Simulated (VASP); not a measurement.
Given:

```
La2O3
1.0
    3.93078     0.00000     0.00000
   -1.96539     3.40415     0.00000
    0.00000     0.00000     6.11195
La O
2 3
Direct
  0.67121   0.32173   0.75391
  0.31797   0.65459   0.23870
  0.65926   0.33665   0.35129
  0.32726   0.66852   0.64887
  0.02430   0.01851   0.00723
```

The numbers are results of PBEsol GGA, VASP's PBE PAW potentials (set 64) (plane waves; VASP), not measurements. Run with 400 eV cut-off, 7×7×4 Γ-centred mesh, Fermi-Dirac smearing of 0.010 eV, potentials La O.

At this cut-off the stress carries a Pulay error, which pulls relaxed volumes low. Energy and stress use the plane-wave basis of the starting cell.

The ions, cell shape and volume are relaxed. Give the cell that the relaxation ends in.

```
La2O3
1.0
    3.88442     0.00096    -0.00050
   -1.94139     3.36441     0.00058
   -0.00115     0.00072     5.96456
La O
2 3
Direct
  0.66679   0.33298   0.75632
  0.33311   0.66675   0.24383
  0.66655   0.33340   0.35339
  0.33332   0.66666   0.64662
  0.00023   0.00021   0.99983
```
Space group P-3m1 (164), at a tolerance of 0.03 Å.

How do energy and volume change from the first to the last step?

The energy (σ→0) changes by -28.1 meV/atom and the volume by -4.7 %, in 19 ionic steps.

The structure comes from a computed database's La2O3 entry; how it stands against other phases isn't given here. In the starting cell atoms are displaced from their ideal sites. This run relaxes it. The run is one of a series of settings (EDIFFG = -0.01, IBRION = 2, ISIF = 3, NSW = 50 against the base run), some of them coarse on purpose.
